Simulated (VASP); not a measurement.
An input for Quantum ESPRESSO's pw.x (written as the equivalent of a VASP run, and not itself run):

```
&CONTROL
  calculation = 'vc-relax'
  pseudo_dir = './pseudo'
  outdir = './out'
  tprnfor = .true.
  tstress = .true.
  nstep = 40
  forc_conv_thr = 0.00078
/
&SYSTEM
  ibrav = 0
  nat = 3
  ntyp = 2
  ecutwfc = 72
  occupations = 'smearing'
  smearing = 'gaussian'
  degauss = 0.003675
  input_dft = 'pz'
/
&ELECTRONS
  conv_thr = 7.3e-08
  electron_maxstep = 100
/
&IONS
/
&CELL
  press = 50
/
ATOMIC_SPECIES
  K 39.098 K.upf
  S 32.060 S.upf
CELL_PARAMETERS angstrom
    -0.0000000    3.4231395    3.4231395
     3.4231395   -0.0000000    3.4231395
     3.4231395    3.4231395   -0.0000000
ATOMIC_POSITIONS crystal
  K    0.2500000  0.2500000  0.2500000
  K    0.7500000  0.7500000  0.7500000
  S    0.0000000  0.0000000  0.0000000
K_POINTS automatic
  6 6 6 0 0 0
```

Problem. Write the VASP files for the same calculation (LDA).

Solution. This is not unique; one that fits is 
**POSCAR**
```
K2S
1
   -0.0000000000     3.4231395487     3.4231395487
    3.4231395487    -0.0000000000     3.4231395487
    3.4231395487     3.4231395487    -0.0000000000
K S
2 1
Direct
  0.2500000000   0.2500000000   0.2500000000
  0.7500000000   0.7500000000   0.7500000000
  0.0000000000   0.0000000000   0.0000000000
```

### INCAR
```
SYSTEM = K2S
PREC = Accurate; ENCUT = 500; LREAL = F
LASPH = T
EDIFF = 1E-6; NELM = 100; ALGO = Normal
ISMEAR = 0; SIGMA = 0.05
IBRION = 2; NSW = 40; ISIF = 3
EDIFFG = -0.02; PSTRESS = 50
LWAVE = F; LCHARG = F
```

File KPOINTS:
```
Automatic mesh
0
Gamma
6 6 6
0 0 0
```

POTCAR, in this order: K_sv S (LDA.64 set). Program: vasp_std.

The two are equivalent in intent, not identical: the potentials are each code's own (VASP's PAW set, PseudoDojo norm-conserving files in pw.x), so ENCUT and ecutwfc are chosen apart and not converted; conv_thr bounds pw.x's estimated SCF error, while EDIFF bounds the energy change between steps; forc_conv_thr acts on force components and is met together with etot_conv_thr.

The compound is K2S in the antifluorite structure. It was relaxed first under an external pressure of 5 GPa.
